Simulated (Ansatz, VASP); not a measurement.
# Ag2Pt (Ag-Pt-Ag stack, (100) layers) in two plane-wave programs

Aim: how closely do two programs agree when they are given the same cell, functional and k mesh? Of the first pair: The structure shown is the start of the Ansatz relaxation below; VASP solves that cell, so the two are compared at the walk's first step.

Main program and level: Ansatz 0.2.0; plane waves, with VASP 6.6.1 beside it; LDA.

### 1. Set-up

The cell holds 3 atoms: 2 Ag and 1 Pt. Cell: a = 2.693 Å, b = 2.693 Å, c = 31.640 Å, α = 90.0°, β = 90.0°, γ = 90.0°. It derives from Ag2Pt. Vacuum lies along c.

### 2. Ansatz: relaxation, LDA

Ansatz runs on its PAW soft_1 files.

The two programs are compared at the cell with which this relaxation starts, whose forces are those of its first step.

The input, input.yaml:

```yaml
crystal:
  lattice:
    - [2.6927390438, 0.0, 0.0]
    - [0.0, 2.6927390438, 0.0]
    - [0.0, 0.0, 31.6399998672]
  atoms:
    - { symbol: Ag, position: [0.0, 0.0, 0.1706331316] }
    - { symbol: Pt, position: [0.5, 0.5, 0.2357774978] }
    - { symbol: Ag, position: [0.0, 0.0, 0.300921864] }
  periodic: [true, true, false]
kpoints:
  mp_grid: { grid: [12, 12, 1] }
hamiltonian:
  xc: lda
  pseudopotentials: { kind: paw, azcp: { folder: soft_1 }, xc_functional: pbe }
scf:
  occupations: { method: methfessel_paxton, width: 0.2 }
output:
  forces: true
  stress: true
  eigenvalues: true
  write_density: true
  write_potential: true
  elf: true
  volumetric_format: npy
relax:
  adjacent_minimum: "off"
  f_tol: 0.001
  max_steps: 60
  cell: { stress_2d_tol: 0.002 }
```

The run is started by

```bash
ansatz run input.yaml --threads 4 --pin off --max-ram 12288MiB --backend cpu --events-out ev --progress --plain --runs-dir out
```

Numbers of over 12 decimals in the logs are rounded to 6 here.

What it wrote:

```text
Engine: ansatz 0.2.0, aarch64-unknown-linux-gnu
Pseudopotentials: kind: paw
Pseudopotential: Ag, paw, valence charge 19, recommended cutoff 420 eV (normal), soft_1/Ag.paw.azcp
Pseudopotential: Pt, paw, valence charge 18, recommended cutoff 420 eV (normal), soft_1/Pt.paw.azcp
Functional definition: SPW92
  exchange = slater_x
  correlation = pw_c
Crystal: 3 atoms, lattice volume = 229.417 Å³
Basis set: ecut = 420 eV, 4549 PW (Γ)
Bands: 34, of which v1, the nominal top of the filled ones, is band 28 counted from 1 (27 counted from 0)
Symmetry: 16 space group operations
Space group: P4/mmm (ITA 123), of the structure as read, at distance tolerance 6.1e-5 Å
k-points: 28 of 144
Non-local potential: Ag, projectors of the file, l = 0: 3, l = 1: 2, l = 2: 2, l = 3: 1
Non-local potential: Pt, projectors of the file, l = 0: 3, l = 1: 2, l = 2: 2, l = 3: 1
PAW form: soft (Blöchl's): semilocal exchange-correlation on the pseudo side does not see the compensation charge
PAW frozen core: Ag, regenerated for the run's functional, and the local potential with it (the file was generated under x = pbe(κ = 0.804, μ = 0.219515), c = pbe(β = 0.066725))
PAW frozen core: Pt, regenerated for the run's functional, and the local potential with it (the file was generated under x = pbe(κ = 0.804, μ = 0.219515), c = pbe(β = 0.066725))
PAW one-centre angular grid: Ag, 590 points (default); XC on 64 Gauss nodes
PAW one-centre angular grid: Pt, 590 points (default); XC on 64 Gauss nodes
Initial density: superposition of atomic densities (neutral atoms: chi_scale 0, normalization atom)
Initial wavefunctions: pseudopotential atomic-orbital guess
Functional: x = slater, c = lda
SCF iter   1: F=—  HF=-27162.384384 eV  |F-HF|=—  |Δ(HF+E_count)|=         —  Δρ=3.64e-2  dr2=3.70e0  ethr=3.10e-3  ⟨swp⟩=14.8  Hψ=7142  notcnv=0
preconditioner: auto → LDOS  [metal: Δε(μ)=0.067 eV  Ē_g=8.552 eV  σ=0.200 eV  W_gap=0.28  n_scr=20 (ndim 8)  ℏωp=13.9 eV  f_vac=0.749  D(μ)=1.45/eV (n_scr^D=10)  β→1.0]
SCF iter   2: F=—  HF=-27162.742466 eV  |F-HF|=—  |Δ(HF+E_count)|=   3.58e-1  S|Δr|=    0.00e0  Δρ=4.54e-2  dr2=4.15e0  ethr=3.10e-3  ⟨swp⟩=3.5  Hψ=2675  notcnv=0  defer=33
SCF iter   3: F=—  HF=-27161.356938 eV  |F-HF|=—  |Δ(HF+E_count)|=    1.39e0  S|Δr|=    0.00e0  Δρ=5.76e-3  dr2=5.10e-2  ethr=3.10e-3  ⟨swp⟩=3.1  Hψ=2503  notcnv=0  defer=35
SCF iter   4: F=—  HF=-27161.362746 eV  |F-HF|=—  |Δ(HF+E_count)|=   5.81e-3  S|Δr|=    0.00e0  Δρ=2.13e-3  dr2=6.90e-3  ethr=9.11e-5  ⟨swp⟩=3.0  Hψ=2164  notcnv=0  defer=34
SCF iter   5: F=—  HF=-27161.360645 eV  |F-HF|=—  |Δ(HF+E_count)|=   2.10e-3  S|Δr|=    0.00e0  Δρ=4.53e-4  dr2=3.55e-4  ethr=1.23e-5  ⟨swp⟩=4.1  Hψ=2354  notcnv=0  defer=34
SCF iter   6: F=—  HF=-27161.360625 eV  |F-HF|=—  |Δ(HF+E_count)|=   1.95e-5  S|Δr|=    0.00e0  Δρ=1.74e-4  dr2=1.30e-4  ethr=6.34e-7  ⟨swp⟩=3.3  Hψ=1949  notcnv=0  defer=34
SCF iter   7: F=—  HF=-27161.360618 eV  |F-HF|=—  |Δ(HF+E_count)|=   7.57e-6  S|Δr|=    0.00e0  Δρ=4.92e-5  dr2=3.69e-6  ethr=2.33e-7  ⟨swp⟩=2.9  Hψ=1866  notcnv=0  defer=34
SCF iter   8: F=—  HF=-27161.360770 eV  |F-HF|=—  |Δ(HF+E_count)|=   1.53e-4  S|Δr|=    0.00e0  Δρ=8.59e-6  dr2=1.48e-7  ethr=6.60e-9  ⟨swp⟩=4.1  Hψ=2459  notcnv=0  defer=34
iter 9 did not close the SCF: its close was put off until two iterations running show no level that it waits for move by more than its bar (scf_convergence_deferred on its scf_iter line)
SCF iter   9: F=-27161.360770 eV  HF=-27161.360770 eV  |F-HF|=2.31e-9  |Δ(HF+E_count)|=   2.75e-7  S|Δr|=    0.00e0  Δρ=2.09e-6  dr2=8.47e-9  ethr=1.79e-10  ⟨swp⟩=28.0  Hψ=11368  notcnv=0
iter 10 did not close the SCF: its close was put off until two iterations running show no level that it waits for move by more than its bar (scf_convergence_deferred on its scf_iter line)
SCF iter  10: F=-27161.360770 eV  HF=-27161.360770 eV  |F-HF|=3.64e-11  |Δ(HF+E_count)|=   5.94e-9  S|Δr|=    0.00e0  Δρ=4.06e-7  dr2=3.62e-10  ethr=1.51e-11  ⟨swp⟩=10.9  Hψ=7666  notcnv=0
SCF iter  11: F=-27161.360770 eV  HF=-27161.360770 eV  |F-HF|=4.73e-11  |Δ(HF+E_count)|=  3.49e-10  S|Δr|=    0.00e0  Δρ=1.30e-7  dr2=3.51e-11  ethr=1.00e-12  ⟨swp⟩=9.2  Hψ=6544  notcnv=0
SCF 1 converged in 11 iterations: F = -27161.360770 eV  dr2 = 3.51e-11
  greatest PAW one-centre occupation: 1.001 electrons in one spin orbital (limit 2), on the Ag atom at site 2 (counted from 0), in its partial waves of l = 0
relax step   1: F+E_penalty+E_count = -27161.36077045 eV  Δ(F+E_penalty+E_count) = +0.000e0 eV  max|allowed force component| = 3.136e-2 eV/Å  Δτ_max = 0.0000 Å  P = +0.105 N/m  Ω = 229.417 Å³  fix = [c, alpha, beta]  reactions: c +0.000 N/m  (11 SCF iters, dr2 threshold 1.00e-7 eV, accepted)
[...]
relax step   3: F+E_penalty+E_count = -27161.36104481 eV  Δ(F+E_penalty+E_count) = -5.890e-5 eV  max|allowed force component| = 5.301e-3 eV/Å  Δτ_max = 0.0013 Å  P = -0.127 N/m  Ω = 230.492 Å³  energy of the carried Pulay correction = -9.112e-5 eV  fix = [c, alpha, beta]  reactions: c +0.000 N/m  (6 SCF iters, dr2 threshold 9.23e-8 eV, accepted)
[...]
relax step   4: F+E_penalty+E_count = -27161.36109733 eV  Δ(F+E_penalty+E_count) = -5.252e-5 eV  max|allowed force component| = 1.529e-7 eV/Å  Δτ_max = 0.0007 Å  P = -0.001 N/m  Ω = 230.225 Å³  energy of the carried Pulay correction = -6.855e-5 eV  fix = [c, alpha, beta]  reactions: c +0.000 N/m  (5 SCF iters, dr2 threshold 2.04e-8 eV, accepted)
[...]
relax step   5: F+E_penalty+E_count = -27161.36115923 eV  Δ(F+E_penalty+E_count) = -6.190e-5 eV  max|allowed force component| = 3.864e-5 eV/Å  Δτ_max = 0.0000 Å  P = -0.001 N/m  Ω = 230.225 Å³  fix = [c, alpha, beta]  reactions: c +0.000 N/m  stress off target by 1.30e-3 N/m on what of the cell is left free  SCF on the basis re-selected at this cell (its energy is not comparable with the rows above)  (8 SCF iters)
basis re-selected at this cell: Δ(F+E_penalty+E_count) = -6.190e-5 eV, ΔP = -0.001 N/m vs the last step (what re-selecting the basis moved, of the pressure what is left beyond the Pulay correction that the steps carried, after the strain that the cell walked since its last selection, with what the two solves' SCF thresholds leave and, on support functions, any second-order correction that the steps lacked; it is no measure of the basis error at this ecutwfc). The dense FFT grid was sized anew with the basis: this SCF ran on 20×20×216 points, the steps before it on 18×18×216, so part of this shift can come from that change (see relax.cell in the input reference). [rest of the remark cut]
SCF converged after 8 iterations
Stability not checked: this state was not tested for a lower state beside it, because cold or Methfessel-Paxton smearing, or corrected tetrahedra, fill the levels in a way that the test cannot read (fill_not_monotonic; see scf.lower_state_search)
Free energy (F): -27161.361159 eV
Harris-Foulkes:  -27161.361159 eV  (|F-HF|=2.91e-11)
Internal energy: -27161.359142 eV  (E = F + TS)
E sigma→0 (E₀):  -27161.360655 eV
Entropy (-TS):   -0.002017 eV (-0.672 meV/atom)
Fermi energy:    -5.094788 eV
--- Per-component energies (eV) ---
  E_band       = -1933.821180
  E_kinetic    = 1536.077660
  E_local      = -236138.144619  (includes V_loc(G=0)·N_el)
  E_nonlocal   = 289.984043
  E_hartree    = 117190.510341
  E_xc         = -546.832550
  E_vxc        = -672.815014  (∫ρ·V_xc dr)
  E_paw        = -16855.379924  (= ΣΔE_a)
  E_vpaw       = -1329.945782  (= ΣTr[D̂ρ^β])
  E_aug_tail   = 0.001792  (compensation charges beyond the density's cutoff)
  E_ewald      = 107360.510590
  E_core_change = 1.913524  (= ΣΔE_core)
  E_smearing   = -0.002017  (= −TS)
  E_closure    = -0.000000  (closes the sum)
  Σ components = -27161.361159   (vs F -27161.361159, Δ=0.00e0)
--- Forces (eV/Å), atoms counted from 1 ---
  atom   1  Ag     0.00000000     0.00000000     0.00003864
  atom   2  Pt    -0.00000000     0.00000000     0.00000000
  atom   3  Ag     0.00000000     0.00000000    -0.00003864
  max |Σ_I F_I| component: 1.32e-23 eV/Å
--- 2D stress c σ (N/m, compression-positive) ---
       -0.001304       0.000000       0.000000
        0.000000      -0.001304       0.000000
        0.000000       0.000000       0.000000
  P = ½ c Tr σ = -0.0013 N/m
--- Band table (eV; the first three rows and the last of 28) ---
  k-point 0: bands = [... 24 lower, -7.7025, -7.6684, -5.7472, -5.6608, -5.6608, -4.9406, -3.9244, -0.2417 (-0.2610°), ... 2 higher]
  k-point 1: bands = [... 24 lower, -7.7778, -7.7592, -5.9739, -5.6403, -5.4959, -5.0728, -3.3898, -0.1048 (-0.1234°), ... 2 higher]
  k-point 2: bands = [... 24 lower, -7.9776, -7.8526, -6.3049, -5.5987, -5.4056, -4.8804, -2.3583, 0.3032 (0.2869°), ... 2 higher]
  k-point 27: bands = [... 24 lower, -6.8195, -5.8082, -3.5448, -1.2455, -1.2455, 2.0200, 2.0200, 3.7862, ... 2 higher]
  ° read free of the cell's end (the report's vacuum.weakly_bound_levels)
--- Relaxed structure (4 steps of the walk, 4 accepted, 1 SCFs on fresh bases) ---
  F+E_penalty+E_count = -27161.36115923 eV   max|allowed force component| = 3.864e-5 eV/Å   (the final SCF, on the basis selected at the relaxed cell)
  cell:  # Å, volume = 230.2250 Å³
    - [2.697479, 0.0, 0.0]
    - [0.0, 2.697479, 0.0]
    - [0.0, 0.0, 31.6399998672]
  atoms:
    - { symbol: Ag, position: [0, 0, 0.170949] }
    - { symbol: Pt, position: [0.5, 0.5, 0.2357774978] }
    - { symbol: Ag, position: [0, 0, 0.300606] }
```

### 3. VASP: single point, LDA, start cell, pair 1

The same cell, functional (in two slightly different forms), mesh and smearing now go to VASP, with its own data sets.

Lines of VASP's logs that name or quote its potential files are left out, and so is its time.

The input, INCAR:

```
SYSTEM = Ag2Pt
PREC = Accurate
ENCUT = 400
EDIFF = 1E-06
NELM = 120
ISMEAR = 1
SIGMA = 0.2
LREAL = .FALSE.
ALGO = Normal
GGA = CA
NBANDS = 22
LASPH = .TRUE.
LORBIT = 11
LWAVE = .FALSE.
LCHARG = .FALSE.
ISIF = 2
LDIPOL = .TRUE.
IDIPOL = 3
DIPOL = 0.5 0.5 0.236
LVHAR = .TRUE.
GGA_COMPAT = .FALSE.
NELMDL = -8
```

The input, POSCAR:

```
Ag2Pt
1.0
    2.6927390000      0.0000000000      0.0000000000
    0.0000000000      2.6927390000      0.0000000000
    0.0000000000      0.0000000000     31.6400000000
Ag Pt
2 1
Direct
    0.0000000000      0.0000000000      0.1706331226
    0.0000000000      0.0000000000      0.3009218710
    0.5000001857      0.5000001857      0.2357774968
```

The input, KPOINTS:

```
Automatic mesh
0
Gamma
12 12 1
0 0 0
```

PAW data sets: Ag and Pt (LDA family, release 64).

The run is started by

```bash
mpirun -np 1 vasp_std
```

What it wrote:

```text
[banner, memory and clock lines left out]
running    1 mpi-ranks, on    1 nodes
 distrk:  each k-point on    1 cores,    1 groups
 distr:  one band on    1 cores,    1 groups

 POSCAR found type information on POSCAR AgPt
 POSCAR found :  2 types and       3 ions
 LDA part: xc-table for (Slater(with rela. corr.)+CA(PZ))
 , standard interpolation
 POSCAR, INCAR and KPOINTS ok, starting setup
 FFT: planning ... GRIDC
 FFT: planning ... GRID_SOFT
 FFT: planning ... GRID
 WAVECAR not read
 entering main loop
       N       E                     dE             d eps       ncg     rms          rms(c)
DAV:   1     0.187965826503E+03    0.18797E+03   -0.11224E+04  1264   0.931E+02
DAV:   2    -0.637928515253E+01   -0.19435E+03   -0.18477E+03  1718   0.218E+02
DAV:   3    -0.145523336340E+02   -0.81730E+01   -0.78123E+01  1470   0.481E+01
DAV:   4    -0.146732187762E+02   -0.12089E+00   -0.12053E+00  1626   0.590E+00
DAV:   5    -0.146751013598E+02   -0.18826E-02   -0.18825E-02  1566   0.682E-01
DAV:   6    -0.146751650292E+02   -0.63669E-04   -0.63669E-04  1662   0.116E-01
DAV:   7    -0.146751673139E+02   -0.22846E-05   -0.22848E-05  1462   0.195E-02
DAV:   8    -0.146751674317E+02   -0.11783E-06   -0.11749E-06  1114   0.412E-03    0.144E+01
DAV:   9    -0.138701330420E+02    0.80503E+00   -0.26936E+00  1358   0.180E+01    0.826E+00
DAV:  10    -0.138732484342E+02   -0.31154E-02   -0.10359E+00  1370   0.964E+00    0.360E+00
DAV:  11    -0.137964140202E+02    0.76834E-01   -0.62331E-01  1346   0.975E+00    0.109E+00
DAV:  12    -0.137730822054E+02    0.23332E-01   -0.10452E-01  1336   0.359E+00    0.265E-01
DAV:  13    -0.137724825992E+02    0.59961E-03   -0.48564E-03  1410   0.563E-01    0.713E-02
DAV:  14    -0.137724990469E+02   -0.16448E-04   -0.12549E-04  1498   0.771E-02    0.446E-02
DAV:  15    -0.137726085025E+02   -0.10946E-03   -0.92323E-05  1312   0.560E-02    0.158E-02
DAV:  16    -0.137726503813E+02   -0.41879E-04   -0.90654E-06  1492   0.199E-02    0.788E-03
DAV:  17    -0.137728189003E+02   -0.16852E-03   -0.32548E-05  1298   0.269E-02    0.554E-03
DAV:  18    -0.137728580442E+02   -0.39144E-04   -0.44618E-06  1182   0.132E-02    0.245E-03
DAV:  19    -0.137729067820E+02   -0.48738E-04   -0.37595E-06  1088   0.451E-03    0.941E-04
DAV:  20    -0.137729201804E+02   -0.13398E-04   -0.27994E-07   952   0.140E-03    0.754E-04
DAV:  21    -0.137729357752E+02   -0.15595E-04   -0.98554E-07   916   0.185E-03    0.415E-04
DAV:  22    -0.137729372578E+02   -0.14826E-05   -0.33096E-08   928   0.101E-03    0.124E-04
DAV:  23    -0.137729388635E+02   -0.16056E-05   -0.40614E-08   840   0.460E-04    0.108E-04
DAV:  24    -0.137729391868E+02   -0.32339E-06   -0.62188E-09   910   0.330E-04
   1 F= -.13772939E+02 E0= -.13772426E+02  d E =-.154090E-02
```

(Continued in part 2 of 2.)

[Lines on the potential files, build, host, timing and source positions are cut from VASP's logs without a mark.]

[Logs are printed without paths, hosts, clocks, repeated set-up lines and the standing remarks that a program may print on its own settings, such as how far it seeks lower states.]

[Hosts, paths, dates, database ids (printed as entryN), source tags and the programs' standing remarks are cut or masked in the printed files.]
